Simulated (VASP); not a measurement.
```yaml
crystal:
  lattice:
    - [0.00000, 2.56079, 2.56079]
    - [2.56079, 0.00000, 2.56079]
    - [2.56079, 2.56079, 0.00000]
  atoms:
    - { symbol: Ga, position: [0.00000, 0.00000, 0.00000] }
    - { symbol: Sb, position: [0.50000, 0.50000, 0.50000] }
```

Calculation: PBEsol GGA, VASP's PBE PAW potentials (set 64) (plane waves; VASP 6.6.1). Numerical set-up: 500 eV cut-off, 12×12×12 Γ-centred mesh, first-order Methfessel-Paxton smearing of 0.10 eV, potentials Ga_d Sb.

Unless said otherwise, spin-orbit coupling is left out, though it shifts the bands of the heavy elements here.

Estimate the energy per atom (σ→0), pressure, band gap (on the k-mesh) with the smallest direct gap where there is one.

band gap (on the k-mesh): none (metal, semimetal or under 0.01 eV)
energy per atom (σ→0): -3.274 eV/atom
pressure: 44.83 GPa

Only differences to runs with the same potentials and settings are physical.

The structure was generated: GaSb was put into the rock salt type (Fm-3m), which need not be its known phase. It was relaxed first under an external pressure of 45 GPa.
